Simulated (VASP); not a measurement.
# YSe (Fm-3m) in VASP: further runs

The runs below take YSe through single point, relaxation of cell and atoms, with LDA.

Program: VASP 6.6.1. These are calculated values, not measurements. Logs are shortened: lines on timing, memory, paths and dates and some standing lists are left out, and cuts for length are marked.

**1. The crystal as given**

It takes space group Fm-3m (No. 225, cubic). The conventional cell has a = 5.770 Å, b = 5.770 Å, c = 5.770 Å, α = 90.00°, β = 90.00°, γ = 90.00°. Y (site symmetry m-3m) has 6 Se at 2.88 Å as nearest neighbours. Se (site symmetry m-3m) is surrounded by 6 Y at 2.88 Å.

**2. Single point, LDA (relaxed again under DFT LDA, scalar-relativistic, plane waves, PAW)**

INCAR reads:

```
PREC = Accurate
ENCUT = 520
EDIFF = 1E-6
ISMEAR = 0
SIGMA = 0.1
LREAL = False
LASPH = True
NELM = 100
ALGO = Normal
ISIF = 2
LWAVE = False
LCHARG = False
GGA = CA
NBANDS = 16
```

KPOINTS reads:

```
Automatic mesh
0
Gamma
  12 12 12
```

POSCAR reads:

```
YSe
1.0
    0.0000000000      2.8210031757      2.8210031757
    2.8210031757      0.0000000000      2.8210031757
    2.8210031757      2.8210031757      0.0000000000
Y Se
1 1
Direct
    0.0000000000      0.0000000000      0.0000000000
    0.5000000000      0.5000000000      0.5000000000
```

Potentials or basis: VASP PAW LDA potentials, release 64 (Y_sv, Se).

Started as:

```
$ cat potpaw_LDA.64/Y_sv/POTCAR potpaw_LDA.64/Se/POTCAR > POTCAR
$ mpirun -np 1 vasp_std > vasp.out
```

OUTCAR:

```text
PREC = Accurate
   ENCUT = 520
   EDIFF = 1E-6
   ISMEAR = 0
   LREAL = False
   LASPH = True
   NELM = 100
   ISIF = 2
   GGA = CA

 ion  position               nearest neighbor table
   1  0.000  0.000  0.000-   2 2.82   2 2.82   2 2.82   2 2.82   2 2.82   2 2.82
   2  0.500  0.500  0.500-   1 2.82   1 2.82   1 2.82   1 2.82   1 2.82   1 2.82

  LATTYP: Found a face centered cubic cell.
 ALAT       =     5.6420063514

  Lattice vectors:

 A1 = (   0.0000000000,   2.8210031757,   2.8210031757)
 A2 = (   2.8210031757,   0.0000000000,   2.8210031757)
 A3 = (   2.8210031757,   2.8210031757,   0.0000000000)

Analysis of symmetry for initial positions (statically):
=====================================================================
 Subroutine PRICEL returns:
 Original cell was already a primitive cell.

 Routine SETGRP: Setting up the symmetry group for a
 face centered cubic supercell.

 Subroutine GETGRP returns: Found 48 space group operations
 (whereof 48 operations were pure point group operations)
 out of a pool of 48 trial point group operations.

The static configuration has the point symmetry O_h .

Analysis of symmetry for dynamics (positions and initial velocities):
=====================================================================
 Subroutine PRICEL returns:
 Original cell was already a primitive cell.

 Routine SETGRP: Setting up the symmetry group for a
 face centered cubic supercell.

 Subroutine GETGRP returns: Found 48 space group operations
 (whereof 48 operations were pure point group operations)
 out of a pool of 48 trial point group operations.

The dynamic configuration has the point symmetry O_h .

 Subroutine INISYM returns: Found 48 space group operations
 (whereof 48 operations are pure point group operations),
 and found     1 'primitive' translations

----------------------------------------------------------------------------------------

                                     Primitive cell

  volume of cell :      44.8994

  direct lattice vectors                    reciprocal lattice vectors
     0.000000000  2.821003176  2.821003176    -0.177241913  0.177241913  0.177241913
     2.821003176  0.000000000  2.821003176     0.177241913 -0.177241913  0.177241913
     2.821003176  2.821003176  0.000000000     0.177241913  0.177241913 -0.177241913

  length of vectors
     3.989500951  3.989500951  3.989500951     0.306991999  0.306991999  0.306991999

  position of ions in fractional coordinates (direct lattice)
     0.000000000  0.000000000  0.000000000
     0.500000000  0.500000000  0.500000000

  ion indices of the primitive-cell ions
   primitive index   ion index
                 1           1
                 2           2

----------------------------------------------------------------------------------------

 KPOINTS: Automatic mesh

Automatic generation of k-mesh.
 Grid dimensions read from file:
 generate k-points for:   12   12   12

 Generating k-lattice:

  Cartesian coordinates                     Fractional coordinates (reciprocal lattice)
    -0.014770159  0.014770159  0.014770159     0.083333333  0.000000000  0.000000000
     0.014770159 -0.014770159  0.014770159     0.000000000  0.083333333  0.000000000
     0.014770159  0.014770159 -0.014770159     0.000000000  0.000000000  0.083333333

  Length of vectors
     0.025582667  0.025582667  0.025582667

  Shift w.r.t. Gamma in fractional coordinates (k-lattice)
     0.000000000  0.000000000  0.000000000

 Subroutine IBZKPT returns following result:
 ===========================================

 Found     72 irreducible k-points:

 Following reciprocal coordinates:
            Coordinates               Weight
  0.000000  0.000000  0.000000      1.000000
  0.083333  0.000000  0.000000      8.000000
  0.166667  0.000000  0.000000      8.000000
  0.250000  0.000000  0.000000      8.000000
  0.333333  0.000000  0.000000      8.000000
  0.416667  0.000000  0.000000      8.000000
[... 16 lines left out ...]
  0.500000  0.166667  0.000000     24.000000
 -0.416667  0.166667  0.000000     24.000000
 [... further k-points ...]
   k-points           NKPTS =     72   k-points in BZ     NKDIM =     72   number of bands    NBANDS=     16
   number of dos      NEDOS =    301   number of ions     NIONS =      2
   total plane-waves  NPLWV =  27000
   dimension x,y,z NGX =    30 NGY =   30 NGZ =   30
   dimension x,y,z NGXF=    60 NGYF=   60 NGZF=   60
   ions per type =               1   1
   NGX,Y,Z   is equivalent  to a cutoff of  12.50, 12.50, 12.50 a.u.
   NGXF,Y,Z  is equivalent  to a cutoff of  25.00, 25.00, 25.00 a.u.
 SYSTEM =  unknown system
   PREC   = accura    normal or accurate (medium, high low for compatibility)
   ISTART =      0    job   : 0-new  1-cont  2-samecut
   ICHARG =      2    charge: 1-file 2-atom 10-const
   ISPIN  =      1    spin polarized calculation?
   LNONCOLLINEAR =      F non collinear calculations
   LSORBIT =      F    spin-orbit coupling
   LASPH  =      T    aspherical Exc in radial PAW
   ENCUT  =  520.0 eV  38.22 Ry    6.18 a.u.   7.42  7.42  7.42*2*pi/ulx,y,z
   NELM   =    100;   NELMIN=  2; NELMDL= -5     # of ELM steps
   EDIFF  = 0.1E-05   stopping-criterion for ELM
   LREAL  =      F    real-space projection
   EDIFFG = 0.1E-04   stopping-criterion for IOM
   NSW    =      0    number of steps for IOM
   IBRION =     -1    ionic relax: 0-MD 1-quasi-New 2-CG
   NFREE  =      0    steps in history (QN), initial steepest desc. (CG)
   ISIF   =      2    stress and relaxation
   ISYM   =      2    0-nonsym 1-usesym 2-fastsym
   POTIM  = 0.5000    time-step for ionic-motion
   TEBEG  =    0.0;   TEEND  =   0.0 temperature during run
   PSTRESS=    0.0 pullay stress
   NELECT =      17.0000    total number of electrons
   NUPDOWN=      -1.0000    fix difference up-down
   EMIN   =  10.00;   EMAX   =-10.00  energy-range for DOS
   EFERMI =   0.00;   METHOD = LEGACY
   ISMEAR =     0;   SIGMA  =   0.10  broadening in eV -4-tet -1-fermi 0-gaus
   EFERMI_NEDOS =   21; number of points for ismear=-14 and -15
   IALGO  =     38    algorithm
   IMIX   =      4    mixing-type and parameters
     AMIX     =   0.40;   BMIX     =  1.00
     AMIX_MAG =   1.60;   BMIX_MAG =  1.00
  volume/ion in A,a.u.               =      22.45       151.50
  Fermi-wavevector in a.u.,A,eV,Ry     =   1.184343  2.238084 19.084467  1.402669
  Thomas-Fermi vector in A             =   2.320559
   LORBIT       =      0    0 simple, 1 ext, 2 COOP (PROOUT), +10 PAW based schemes
   GGA     = CA    functional components
   LHFCALC =     F    Hartree Fock is set to
   AEXX    =    0.0000 exact exchange contribution
   IVDW    =     0    specifies the selected vdW correction
   LEPSILON=     F    determine dielectric tensor
   LRPA    =     F    only Hartree local field effects (RPA)
 non-spin polarized calculation
 Gauss-broadening in eV      SIGMA  =   0.10
  energy-cutoff  :      520.00
  volume of cell :       44.90
 maximum number of plane-waves:      1243
 NGX is ok and might be reduce to    30
   NGX = 15   NGY = 15   NGZ = 15

 number of electron      17.0000002 magnetization

 Free energy of the ion-electron system (eV)
  ---------------------------------------------------
  ext. energy  EPLUGINS =         0.00000000
  ---------------------------------------------------
  free energy    TOTEN  =       -14.94439588 eV

  energy without entropy =      -14.94214045  energy(sigma->0) =      -14.94326816

 E-fermi :   6.2868     XC(G=0): -10.6654

 val. band max:        6.2791638048   @ k =   0.1667   0.0000   0.0000
 cond. band min:       6.3914457185   @ k =  -0.1667   0.2500   0.0833
 fundamental gap:      0.1122819137
 Fermi energy:         6.2867722998

 k-point     1 :       0.0000    0.0000    0.0000
  band No.  band energies     occupation
      1     -36.9475      2.00000
      2     -17.0481      2.00000
      3     -17.0481      2.00000
      4     -17.0481      2.00000
      5      -9.0088      2.00000
      6       3.3493      2.00000
[... 8 lines left out ...]
     15      12.5567      0.00000
     16      18.8877      0.00000

 k-point     2 :       0.0833    0.0000    0.0000
  band No.  band energies     occupation
      1     -36.9460      2.00000
      2     -17.0742      2.00000
      3     -17.0496      2.00000
      4     -17.0496      2.00000
      5      -8.9348      2.00000
      6       2.8486      2.00000
[... 8 lines left out ...]
     15      12.8607      0.00000
     16      17.8478      0.00000

 k-point     3 :       0.1667    0.0000    0.0000
  band No.  band energies     occupation
      1     -36.9420      2.00000
      2     -17.1441      2.00000
      3     -17.0535      2.00000
      4     -17.0535      2.00000
      5      -8.7284      2.00000
      6       1.8616      2.00000
[... 8 lines left out ...]
     15      13.5977      0.00000
     16      16.4519      0.00000

 k-point     4 :       0.2500    0.0000    0.0000
  band No.  band energies     occupation
      1     -36.9366      2.00000
      2     -17.2364      2.00000
      3     -17.0589      2.00000
      4     -17.0589      2.00000
      5      -8.4346      2.00000
      6       0.8624      2.00000
[... 8 lines left out ...]
     15      13.8919      0.00000
     16      15.6170      0.00000

 k-point     5 :       0.3333    0.0000    0.0000
  band No.  band energies     occupation
      1     -36.9312      2.00000
      2     -17.3254      2.00000
      3     -17.0642      2.00000
      4     -17.0642      2.00000
      5      -8.1223      2.00000
      6       0.0318      2.00000
[... 8 lines left out ...]
     15      13.9999      0.00000
     16      14.1893      0.00000

 k-point     6 :       0.4167    0.0000    0.0000
  band No.  band energies     occupation
      1     -36.9272      2.00000
      2     -17.3886      2.00000
      3     -17.0681      2.00000
      4     -17.0681      2.00000
      5      -7.8778      2.00000
      6      -0.5232      2.00000
[... 8 lines left out ...]
     15      13.0374      0.00000
     16      13.0374      0.00000

 k-point     7 :       0.5000    0.0000    0.0000
  band No.  band energies     occupation
      1     -36.9257      2.00000
      2     -17.4114      2.00000
      3     -17.0695      2.00000
      4     -17.0695      2.00000
      5      -7.7840      2.00000
      6      -0.7199      2.00000
[... 8 lines left out ...]
     15      12.5355      0.00000
     16      12.5355      0.00000

 k-point     8 :       0.0833    0.0833    0.0000
  band No.  band energies     occupation
      1     -36.9455      2.00000
      2     -17.0729      2.00000
      3     -17.0548      2.00000
      4     -17.0548      2.00000
      5      -8.9133      2.00000
      6       2.5338      2.00000
[... 8 lines left out ...]
     15      12.9593      0.00000
     16      17.7895      0.00000

 k-point     9 :       0.1667    0.0833    0.0000
  band No.  band energies     occupation
      1     -36.9424      2.00000
      2     -17.1240      2.00000
      3     -17.0621      2.00000
      4     -17.0567      2.00000
      5      -8.7602      2.00000
      6       1.8152      2.00000
[... 8 lines left out ...]
     15      13.5672      0.00000
     16      16.4855      0.00000
[... 172 lines left out ...]
 k-point    19 :       0.1667    0.1667    0.0000
  band No.  band energies     occupation
      1     -36.9402      2.00000
      2     -17.1342      2.00000
      3     -17.0732      2.00000
      4     -17.0732      2.00000
      5      -8.6826      2.00000
      6       1.3487      2.00000
[... 8 lines left out ...]
     15      13.9982      0.00000
     16      16.3569      0.00000

 k-point    20 :       0.2500    0.1667    0.0000
  band No.  band energies     occupation
      1     -36.9361      2.00000
      2     -17.1894      2.00000
      3     -17.0838      2.00000
      4     -17.0799      2.00000
      5      -8.5152      2.00000
      6       0.8495      2.00000
[... 8 lines left out ...]
     15      14.4398      0.00000
     16      14.9408      0.00000

 k-point    21 :       0.3333    0.1667    0.0000
  band No.  band energies     occupation
      1     -36.9312      2.00000
      2     -17.2607      2.00000
      3     -17.0911      2.00000
      4     -17.0877      2.00000
      5      -8.2982      2.00000
      6       0.4022      2.00000
[... 8 lines left out ...]
     15      13.6488      0.00000
     16      14.6688      0.00000

 k-point    22 :       0.4167    0.1667    0.0000
  band No.  band energies     occupation
      1     -36.9267      2.00000
      2     -17.3234      2.00000
      3     -17.1002      2.00000
      4     -17.0932      2.00000
      5      -8.0855      2.00000
      6       0.0252      2.00000
[... 8 lines left out ...]
     15      12.9963      0.00000
     16      13.9739      0.00000

 k-point    23 :       0.5000    0.1667    0.0000
  band No.  band energies     occupation
      1     -36.9239      2.00000
      2     -17.3614      2.00000
      3     -17.1144      2.00000
      4     -17.0895      2.00000
      5      -7.9356      2.00000
      6      -0.2410      2.00000
[... 8 lines left out ...]
     15      12.6856      0.00000
     16      13.7861      0.00000

 k-point    24 :      -0.4167    0.1667    0.0000
  band No.  band energies     occupation
      1     -36.9236      2.00000
      2     -17.3666      2.00000
      3     -17.1256      2.00000
      4     -17.0810      2.00000
      5      -7.8950      2.00000
      6      -0.3247      2.00000
[... 8 lines left out ...]
     15      13.3657      0.00000
     16      13.8230      0.00000

 [... further k-points ...]

------------------------ aborting loop because EDIFF is reached ----------------------------------------

  FORCE on cell =-STRESS in cart. coord.  units (eV):
  Direction    XX          YY          ZZ          XY          YZ          ZX
  --------------------------------------------------------------------------------------
  -------------------------------------------------------------------------------------
  Total        0.0393476      0.0393476      0.0393476      0.0000000      0.0000000      0.0000000
  in kB        1.4040695      1.4040695      1.4040695      0.0000000      0.0000000      0.0000000
  external PRESSURE =       1.4040695 kB  Pullay stress =       0.0000000 kB

 VOLUME and BASIS-vectors are now :
 -----------------------------------------------------------------------------
  energy-cutoff  :      520.00
  volume of cell :       44.90
      direct lattice vectors                 reciprocal lattice vectors
     0.000000000  2.821003176  2.821003176    -0.177241913  0.177241913  0.177241913
     2.821003176  0.000000000  2.821003176     0.177241913 -0.177241913  0.177241913
     2.821003176  2.821003176  0.000000000     0.177241913  0.177241913 -0.177241913

 POSITION                                       TOTAL-FORCE (eV/Angst)
 -----------------------------------------------------------------------------------
      0.00000      0.00000      0.00000        -0.000000     -0.000000     -0.000000
      2.82100      2.82100      2.82100         0.000000      0.000000      0.000000
 -----------------------------------------------------------------------------------
    total drift:                               -0.000000      0.000000      0.000000

  FREE ENERGIE OF THE ION-ELECTRON SYSTEM (eV)
  ---------------------------------------------------
  free  energy   TOTEN  =       -14.9443958759 eV

  energy  without entropy=      -14.9421404537  energy(sigma->0) =      -14.94326816
```

Run time: 42 s. Hardware: 1 thread of Intel Xeon Platinum 8488C (Sapphire Rapids), shared host; peak memory 0.2 GiB.

What came out:

| Item | Value |
| --- | --- |
| Free energy | -14.9444 eV |
| Pressure | 0.1 GPa |
| Band gap on the k mesh | none (metal or under the smearing width) |

Levels at points of the mesh, in eV from the Fermi level:
```csv
k point,band 5,band 6,band 7,band 8,band 9,band 10,band 11,band 12,band 13,band 14
"(0.00, 0.00, 0.00)",-15.30,-2.94,-2.94,-2.94,-0.26,-0.26,-0.26,0.57,0.57,1.02
"(0.50, 0.00, 0.00)",-14.07,-7.01,-4.96,-4.96,1.86,2.40,2.40,2.52,5.81,5.81
"(0.50, 0.50, 0.00)",-14.65,-5.44,-3.82,-3.82,-2.29,1.74,2.70,3.35,3.35,3.71
```

**3. Relaxation of cell and atoms, LDA**

INCAR reads:

```
PREC = Accurate ; ENCUT = 600
EDIFF = 1E-6 ; ISMEAR = 0
SIGMA = 0.1 ; LREAL = False
LASPH = True ; NELM = 100
ALGO = Normal ; ISIF = 3
LWAVE = False ; LCHARG = False
IBRION = 2 ; NSW = 70
EDIFFG = -0.005
```

KPOINTS is that of step 2.

POSCAR reads:

```
YSe
1.0
    0.0000000000      2.8848017077      2.8848017077
    2.8848017077      0.0000000000      2.8848017077
    2.8848017077      2.8848017077      0.0000000000
Y Se
1 1
Direct
    0.0000000000      0.0000000000      0.0000000000
    0.5000000000      0.5000000000      0.5000000000
```

Potentials or basis: VASP PAW LDA potentials, release 64 (Y_sv, Se).

Started as:

```
$ cat potpaw_LDA.64/Y_sv/POTCAR potpaw_LDA.64/Se/POTCAR > POTCAR
$ mpirun -np 1 vasp_std > vasp.out
```

It took 91 s on 1 thread of Intel Xeon Platinum 8488C (Sapphire Rapids), shared host; peak memory 0.24 GiB.

It converged, with:

```yaml
Free_energy: -14.9446 eV
Relaxed_volume: 22.49 Å³/atom
Relaxed_cell: a = 3.992 Å, b = 3.992 Å, c = 3.992 Å, α = 60.00°, β = 60.00°, γ = 60.00°
Space_group_after_relaxing_to_0.05_Å: Fm-3m (No. 225)
Energy_gained_by_relaxing: 26.8 meV/atom
Ionic_steps: 3
Pressure_after_relaxing: 0.0 GPa
Band_gap_on_the_k_mesh: none (metal or under the smearing width)
```

The path:
```csv
step,energy change (eV),largest force (eV/Å),pressure (GPa),volume (Å³)
1,0.0000,0.0000,-5.30,48.02
2,-0.0173,0.0000,5.41,42.70
3,-0.0535,0.0000,-0.03,44.98
```

Final structure:
```
Y Se
1.0
     0.00000    2.82271    2.82271
     2.82271    0.00000    2.82271
     2.82271    2.82271    0.00000
Y Se
1 1
Cartesian
  0.0000 0.0000 0.0000
  2.8227 2.8227 2.8227
```

Levels at points of the mesh, in eV from the Fermi level:
| k point | band 7 | band 8 | band 9 | band 10 | band 11 | band 12 |
| --- | --- | --- | --- | --- | --- | --- |
| (0.00, 0.00, 0.00) | -2.94 | -2.94 | -0.26 | -0.26 | -0.26 | 0.57 |
| (0.50, 0.00, 0.00) | -4.96 | -4.96 | 1.85 | 2.39 | 2.39 | 2.51 |
| (0.50, 0.50, 0.00) | -3.82 | -3.82 | -2.28 | 1.74 | 2.69 | 3.34 |

LDA usually gives volumes a few per cent too small. Zero-point motion and thermal expansion aren't in these numbers.
